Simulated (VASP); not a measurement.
**LiV: relaxation of cell and atoms with PBE+U**

The system is LiV.

```
Li V
1.0
     0.00000    2.38539    2.38539
     2.38539    0.00000    2.38539
     2.38539    2.38539    0.00000
Li V
1 1
Direct
  0.50000 0.50000 0.50000
  0.00000 0.00000 0.00000
```

The cell was built by a generator and needn't be a form met in nature.

```
Program                : VASP 6.6.1
Task                   : relaxation of cell and atoms
Functional             : PBE
Potentials or basis    : VASP PAW PBE potentials, release 64 (Li_sv, V_sv)
Cutoff                 : 600 eV
k mesh                 : 6 × 6 × 6
Occupations            : fermi-dirac, width 0.0145 eV
Spin                   : non-collinear spin, zero start, spin-orbit coupling
Starting moments       : [[0.0, 0.0, 0.0], [0.0, 0.0, 0.0]] μB
Hubbard terms          : V d U = 8.0 eV
Dipole correction      : no
Further INCAR settings : ALGO = Fast; EDIFF = 1e-07; IBRION = 2; EDIFFG = -0.01; NSW = 60; ISIF = 3
```

```json
{
  "Relaxed volume": "20.31 Å³/atom",
  "Relaxed cell": "a = 3.859 Å, b = 3.859 Å, c = 3.859 Å, α = 60.00°, β = 60.00°, γ = 60.00°",
  "Space group after relaxing (to 0.05 Å)": "Fm-3m (No. 225)",
  "Energy gained by relaxing": "327.8 meV/atom",
  "Ionic steps": "9",
  "Pressure after relaxing": "0.0 GPa",
  "Net moment": "0.00 μB per cell",
  "Valence electrons inside the program's atomic spheres": "Li 2.12; V 11.46"
}
```

The path:
| step | energy change (eV) | largest force (eV/Å) | pressure (GPa) | volume (Å³) |
| --- | --- | --- | --- | --- |
| 1 | 0.0000 | 0.0000 | 20.71 | 27.15 |
| 2 | -0.3401 | 0.0000 | 6.56 | 34.64 |
| 3 | -0.1687 | 0.0000 | 1.85 | 40.44 |
| 4 | -0.5390 | 0.0000 | -1.89 | 43.51 |
| 5 | -0.6493 | 0.0000 | -0.99 | 41.88 |
| 6 | -0.6538 | 0.0000 | -0.62 | 41.37 |
| 7 | -0.6553 | 0.0000 | -0.25 | 40.90 |
| 8 | -0.6556 | 0.0000 | -0.11 | 40.68 |
| 9 | -0.6556 | 0.0000 | -0.04 | 40.62 |

Final structure:
```
Li V
1.0
     0.00000    2.72838    2.72838
     2.72838    0.00000    2.72838
     2.72838    2.72838    0.00000
Li V
1 1
Direct
  0.50000 0.50000 0.50000
  0.00000 0.00000 0.00000
```

Moments on the atoms (μB; x, y, z):
```
Li  0.00 0.00 0.00
V   0.00 0.00 0.00
```

Run time: 51 min on 1 thread of Intel(R) Xeon(R) Platinum 8259CL CPU @ 2.50GHz (Skylake/Cascade Lake), with other jobs on the host, peak memory 0.26 GiB.

Caveat: the k mesh is coarse (spacing up to 0.38 Å⁻¹), so the values aren't converged; the cutoff is under 1.25 times the usual one of these potentials, so pressure, stress and relaxed cells hold a basis-set (Pulay) error; the electronic state changed during the relaxation; the volume moved by over 15 % at a fixed basis, so the end points are rough; the U is typed as a test and isn't derived for this compound. The state reached can hang on the start; a lower one may exist.
